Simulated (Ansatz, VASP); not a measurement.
# PIr2: VASP beside Ansatz, part 2 of 2

Wanted: the spread between two codes on one cell, functional and k mesh. The cell is taken from a series of VASP runs on this material, whose earlier steps may have relaxed, scaled or displaced it; both programs get it as it stands.

VASP 6.6.1 and Ansatz 0.2.0.

So far. Step 2 (VASP: band structure, r2SCAN with rVV10): The run ends at a pressure of 0.00 GPa.

## 3. Ansatz: band structure, r2SCAN with rVV10

Level of this step: Ansatz beside VASP: Kohn-Sham DFT, plane waves, r2SCAN with rVV10 (Ansatz).

Ansatz runs on its default PAW (the set named soft_2) files.

The same cell, functional, mesh and smearing now go to Ansatz, which takes its cutoff from its data sets.

The input, input.yaml:

```yaml
crystal:
  lattice:
    - [0.0, 2.7742065316, 2.7742065316]
    - [2.7742065316, 0.0, 2.7742065316]
    - [2.7742065316, 2.7742065316, 0.0]
  atoms:
    - { symbol: P, position: [0.0, 0.0, 0.0] }
    - { symbol: Ir, position: [0.25, 0.25, 0.25] }
    - { symbol: Ir, position: [0.75, 0.75, 0.75] }
hamiltonian:
  xc: r2scan
  pseudopotentials: { kind: paw }
  dispersion: rvv10
kpoints:
  mp_grid: { grid: [7, 7, 7] }
  band_path:
    path:
      - [0.0, 0.0, 0.0]
      - [0.16667, 0.0, 0.16667]
      - [0.33333, 0.0, 0.33333]
      - [0.5, 0.0, 0.5]
      - [0.5, 0.08333, 0.58333]
      - [0.5, 0.18333, 0.68333]
      - [0.5, 0.25, 0.75]
      - [0.45, 0.3, 0.75]
      - [0.40833, 0.34167, 0.75]
      - [0.35, 0.35, 0.7]
      - [0.225, 0.225, 0.45]
      - [0.075, 0.075, 0.15]
      - [0.03333, 0.03333, 0.03333]
      - [0.23333, 0.23333, 0.23333]
      - [0.4, 0.4, 0.4]
      - [0.51667, 0.46667, 0.51667]
      - [0.55833, 0.38333, 0.55833]
      - [0.60833, 0.28333, 0.60833]
      - [0.60833, 0.25, 0.64167]
      - [0.55833, 0.25, 0.69167]
      - [0.51667, 0.25, 0.73333]
      - [0.5, 0.3, 0.7]
      - [0.5, 0.38333, 0.61667]
      - [0.5, 0.48333, 0.51667]
      - [0.475, 0.475, 0.55]
      - [0.425, 0.425, 0.65]
      - [0.38333, 0.38333, 0.73333]
      - [0.59167, 0.18333, 0.59167]
      - [0.55, 0.1, 0.55]
      - [0.5, 0.0, 0.5]
    npoints: 1
scf:
  occupations: { method: gaussian, width: 0.05 }
  n_extra_bands: 7
output:
  forces: true
  stress: true
  eigenvalues: true
```

Launch:

```
$ ansatz run input.yaml --threads 2 --pin off --max-ram 4608MiB --backend cpu --events-out ev --progress --plain --runs-dir out
```

Numbers of over 12 decimals in the logs are rounded to 6 here.

Log:

```text
scf.n_extra_bands = 7 over 20 filled bands (N_el = 39.0): the run solves 27 bands
Engine: ansatz 0.2.0, aarch64-unknown-linux-gnu
Pseudopotentials: kind: paw
Pseudopotential: P, paw, valence charge 5, recommended cutoff 500 eV (meta_gga), P.paw.azcp
Pseudopotential: Ir, paw, valence charge 17, recommended cutoff 500 eV (meta_gga), Ir.paw.azcp
Functional definition: r2SCAN+rVV10
  parameter k0 = 0.174
  parameter k1 = 0.065
  parameter a1 = 4.9479
  exchange = r2scan_x(k0 = k0, k1 = k1, a1 = a1)
  correlation = r2scan_c + rvv10(11.95, 0.0093)
Crystal: 3 atoms, lattice volume = 42.702 Å³
Basis set: ecut = 500 eV, 1067 PW (Γ), exchange–correlation on 128×128×128 points (64 copies of the dense FFT grid, shifted against one another)
Bands: 27, of which v1, the nominal top of the filled ones, is band 20 counted from 1 (19 counted from 0)
Symmetry: 48 space group operations
Space group: Fm-3m (ITA 225), of the structure as read, at distance tolerance 3.5e-5 Å
k-points: 20 of 343
Non-local potential: P, projectors of the file, l = 0: 2, l = 1: 2, l = 2: 2
Non-local potential: Ir, projectors of the file, l = 0: 3, l = 1: 2, l = 2: 2, l = 3: 1
PAW form: soft (Blöchl's): semilocal exchange-correlation on the pseudo side does not see the compensation charge
rVV10 density: all electrons in the spheres
PAW frozen core: P, regenerated for the run's functional (the file was generated under x = pbe(κ = 0.804, μ = 0.219515), c = pbe(β = 0.066725))
PAW frozen core: Ir, regenerated for the run's functional (the file was generated under x = pbe(κ = 0.804, μ = 0.219515), c = pbe(β = 0.066725))
PAW one-centre angular grid: P, 302 points (default); XC on 160 Gauss nodes
PAW one-centre angular grid: Ir, 590 points (default); XC on 160 Gauss nodes
Initial density: superposition of atomic densities (neutral atoms: chi_scale 0, normalization atom), corrected by the library's trained network
Initial wavefunctions: pseudopotential atomic-orbital guess
Functional: x = r2scan, c = r2scan + rvv10(b = 11.95, C = 0.0093); τ floored in thin density (d = 2e-4 eV/Å³)
SCF iter   1: F=—  HF=-24651.721670 eV  |F-HF|=—  |Δ(HF+E_count)|=         —  Δρ=1.31e-2  dr2=8.54e-2  dr2_τ=1.36e-1  ethr=1.77e-3  ⟨swp⟩=6.2  Hψ=2506  notcnv=0  defer=2
preconditioner: auto → none  [insulator: Δε(μ)=0.474 eV  Ē_g=11.324 eV  σ=0.050 eV  W_gap=0.67  n_scr=14 (ndim 8)  ℏωp=27.3 eV  f_vac=0.002  D(μ)=2.75/eV (n_scr^D=26)  ε∞_Penn≈6.8]
SCF iter   2: F=—  HF=-24651.785151 eV  |F-HF|=—  |Δ(HF+E_count)|=   6.35e-2  Δρ=8.22e-3  dr2=3.63e-2  dr2_τ=1.02e-2  ethr=2.19e-4  ⟨swp⟩=2.7  Hψ=1036  notcnv=0  defer=31
SCF iter   3: F=—  HF=-24651.776670 eV  |F-HF|=—  |Δ(HF+E_count)|=   8.48e-3  Δρ=3.19e-3  dr2=1.46e-3  dr2_τ=2.52e-4  ethr=9.31e-5  ⟨swp⟩=2.0  Hψ=825  notcnv=0  defer=31
SCF iter   4: F=—  HF=-24651.777188 eV  |F-HF|=—  |Δ(HF+E_count)|=   5.18e-4  Δρ=4.83e-4  dr2=1.49e-4  dr2_τ=6.66e-6  ethr=3.74e-6  ⟨swp⟩=2.0  Hψ=734  notcnv=0  defer=31
SCF iter   5: F=—  HF=-24651.777146 eV  |F-HF|=—  |Δ(HF+E_count)|=   4.15e-5  Δρ=1.74e-4  dr2=1.30e-5  dr2_τ=1.55e-6  ethr=3.81e-7  ⟨swp⟩=1.9  Hψ=677  notcnv=0  defer=31
SCF iter   6: F=—  HF=-24651.777135 eV  |F-HF|=—  |Δ(HF+E_count)|=   1.14e-5  Δρ=5.03e-5  dr2=7.18e-7  dr2_τ=1.86e-7  ethr=3.33e-8  ⟨swp⟩=2.0  Hψ=699  notcnv=0  defer=31
SCF iter   7: F=-24651.777135 eV  HF=-24651.777135 eV  |F-HF|=1.69e-8  |Δ(HF+E_count)|=   1.68e-7  Δρ=1.31e-5  dr2=6.21e-8  dr2_τ=3.74e-9  ethr=2.56e-10  ⟨swp⟩=10.1  Hψ=2427  notcnv=0
SCF 1 converged in 7 iterations: F = -24651.777135 eV  dr2 = 6.21e-8
  greatest PAW one-centre occupation: 1.002 electrons in one spin orbital (limit 2), on the Ir atom at site 2 (counted from 0), in its partial waves of l = 1
NSCF: frozen V_eff on 30 k-points
SCF converged after 7 iterations
Free energy (F): -24651.777135 eV
Harris-Foulkes:  -24651.777135 eV  (|F-HF|=1.69e-8)
Internal energy: -24651.774209 eV  (E = F + TS)
E sigma→0 (E₀):  -24651.775672 eV
Entropy (-TS):   -0.002926 eV (-0.975 meV/atom)
Fermi energy:    20.182459 eV
--- Per-component energies (eV) ---
  E_band       = -302.112220
  E_kinetic    = 1329.722612
  E_local      = -2886.868916  (includes V_loc(G=0)·N_el)
  E_nonlocal   = 178.653409
  E_hartree    = 1129.039415
  E_xc         = -566.919548
  E_vxc        = -738.115614  (∫ρ·V_xc dr)
  E_paw        = -19075.989939  (= ΣΔE_a)
  E_vpaw       = -488.588368  (= ΣTr[D̂ρ^β])
  E_aug_tail   = -0.000038  (compensation charges beyond the density's cutoff)
  E_vtau       = 45.000707  (kinetic-family band-sum trace: ∫τ·v_τ [+ j·A + Jᵃ·Aᵃ] dr)
  E_ewald      = -4758.686576
  E_core_change = -0.724629  (= ΣΔE_core)
  E_smearing   = -0.002926  (= −TS)
  E_closure    = -0.000000  (closes the sum)
  Σ components = -24651.777135   (vs F -24651.777135, Δ=0.00e0)
--- Forces (eV/Å), atoms counted from 1 ---
  atom   1  P     -0.00000000     0.00000000     0.00000000
  atom   2  Ir     0.00000000    -0.00000000    -0.00000000
  atom   3  Ir     0.00000000     0.00000000     0.00000000
  max |Σ_I F_I| component: 3.70e-17 eV/Å
--- Stress (GPa, compression-positive) ---
       -2.456582       0.000000       0.000000
       -0.000000      -2.456582       0.000000
       -0.000000      -0.000000      -2.456582
  P = ⅓ Tr σ = -2.4566 GPa (-24.566 kbar)
--- Band table (eV; the first three rows and the last of 20) ---
  k-point 0: bands = [... 16 lower, 19.7109, 21.1461, 22.0853, 22.0853, 25.0185, 25.0185, 25.0185, 25.5406, ... 3 higher]
  k-point 1: bands = [... 16 lower, 19.3584, 21.1176, 21.1176, 21.7661, 23.1258, 24.8652, 24.8652, 25.9589, ... 3 higher]
  k-point 2: bands = [... 16 lower, 18.4399, 19.5302, 19.5302, 20.1442, 23.2618, 24.8920, 24.8920, 26.9462, ... 3 higher]
  k-point 19: bands = [... 16 lower, 17.8845, 18.3375, 19.0702, 19.1968, 22.3638, 22.4172, 26.8715, 28.7510, ... 3 higher]
```

Elapsed: 6.3 s, on 2 threads of Arm Neoverse N1, shared host; peak memory 0.44 GiB; 12 s of CPU time.

Reading the cycles: dr2 is the Hartree energy of the density residual (eV), the measure of convergence; HF is the Harris–Foulkes estimate of the energy, which meets the free energy F at convergence.

## 4. Side by side

Known differences besides the potentials themselves: VASP keeps PBE cores, Ansatz makes them for the functional; the data sets hold 39 valence electrons in Ansatz (default PAW (the set named soft_2) files) and 23 in VASP; the cutoff is 500 eV in Ansatz and 400 eV in VASP. Total energies have different zeros and are not compared.

Both answers:

```
                                        quantity  Ansatz  VASP  difference
                                  pressure (GPa)   -2.46  0.00       -2.45
pressure without Ansatz's Pulay correction (GPa)   -2.54  0.00       -2.54
```

Levels from 3 eV below to 2 eV above the Fermi level differ by 12 meV r.m.s. and 34 meV at most; each VASP level is matched to the nearest of Ansatz, which flatters the figure a little. Ansatz's pressure holds a Pulay correction of 0.09 GPa; VASP's holds none.

## 5. Further runs

Further runs change the set-up of one program: Ansatz's method, potentials or start, or VASP's data sets, cutoff or form of LDA. The table gives Ansatz less VASP for each quantity, since a change that brings one quantity closer may part another.

```
                                    run  pressure (GPa)  pressure without Ansatz's Pulay correction (GPa)
                               as above            -2.5                                              -2.5
                   cores kept as stored            -2.6                                              -2.7
Ansatz's larger PAW set (cutoff 820 eV)            -2.3                                              -2.4
```

## 6. Results

```
difference in pressure (band structure, r2SCAN with rVV10) : -2.5 GPa
```

The difference in pressure is -2.5 GPa (band structure, r2SCAN with rVV10), beyond the 1 GPa picked in this series as the mark of a large difference. For band structure, r2SCAN with rVV10, no further run moves any of the tabulated differences by more than a quarter of its size. 6 further runs of this series are not shown here. How closely two codes agree says nothing of how well the functional describes the real material.

[Lines on the potential files, build, host, timing and source positions are cut from VASP's logs without a mark.]

[Logs are printed without paths, hosts, clocks, repeated set-up lines and the standing remarks that a program may print on its own settings, such as how far it seeks lower states.]

[Hosts, paths, dates, database ids (printed as entryN), source tags and the programs' standing remarks are cut or masked in the printed files.]
